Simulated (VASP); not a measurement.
Si (diamond):

```yaml
crystal:
  lattice:
    - [0.00000, 2.71550, 2.71550]
    - [2.71550, 0.00000, 2.71550]
    - [2.71550, 2.71550, 0.00000]
  atoms:
    - { symbol: Si, position: [0.00000, 0.00000, 0.00000] }
    - { symbol: Si, position: [0.25000, 0.25000, 0.25000] }
```

The lowest empty band near the point 0.84 of the way from Γ to X, direction across the valley's axis, from mBJ (TB09) with spin-orbit coupling in VASP (PAW); its two spin partners are averaged. The gap over the points computed is 1.24 eV, and the next band on that side lies 0.61 eV away at the edge.

Settings: 400 eV cut-off, 9×9×9 Γ-centred mesh, Gaussian smearing of 0.050 eV, potentials Si.

```tsv
distance from the edge in k (1/Å)	distance in energy (meV)
0.018	5.8
0.025	11.1
0.035	21.7
0.050	44.4
0.070	86.5
```

Task: Fit E(1 + αE) = ħ²k²/2m* (ħ²/2m0 = 3.810 eV Å²) and predict the row at 0.095 1/Å.

Result: The rows don't resolve α, so a parabola serves: the electron mass is m* = 0.216 m0, and so 159.6 meV. The run gave 157.6 meV, -2.0 meV from the fit.

Left out are points under 3 meV from the edge, since the levels carry 0.1 meV, and points farther than half the way to the next band.

The compound is Si in the diamond structure. The cell was not relaxed at this level.
